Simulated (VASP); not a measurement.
Computed with r2SCAN meta-GGA, VASP's PBE PAW potentials (set 64) (plane waves; VASP).

The input files of a VASP run:

### KPOINTS
```
Automatic mesh
0
Gamma
8 8 8
0 0 0
```

**POSCAR**
```
HfO2
1.0
  0.0000000000   2.5165974335   2.5165974335
  2.5165974335   0.0000000000   2.5165974335
  2.5165974335   2.5165974335   0.0000000000
Hf O
1 2
Cartesian
  2.5165974335   2.5165974335   5.0331948670
  1.2582987167   1.2582987167   1.2582987167
  3.7748961503   3.7748961503   3.7748961503
```

INCAR:
```
ALGO = Normal
EDIFF = 1E-6
EDIFFG = -0.01
ENCUT = 520
IBRION = 2
ISIF = 3
ISMEAR = 0
LASPH = T
LCHARG = F
LMAXMIX = 6
LMIXTAU = T
LREAL = F
LWAVE = F
METAGGA = R2SCAN
NELM = 100
NSW = 60
PREC = Accurate
SIGMA = 0.05
SYSTEM = HfO2
```

POTCAR, in this order: Hf_pv O (PBE.64 set). Program: vasp_std.

Question: What will the output report for the number of irreducible k-points (NKPTS), largest plane-wave count, number of space-group operations, FFT grid (NGX, NGY, NGZ)?

Answer: 
```
Item                                          Result
--------------------------------------  ------------
number of irreducible k-points (NKPTS)            29
largest plane-wave count                         881
number of space-group operations                  48
FFT grid (NGX, NGY, NGZ)                28 × 28 × 28
```

The compound is HfO2 in the fluorite structure, the high-temperature cubic form, which is unstable at 0 K; the monoclinic form is the stable one. It was relaxed first. The start is the result of an earlier pass.
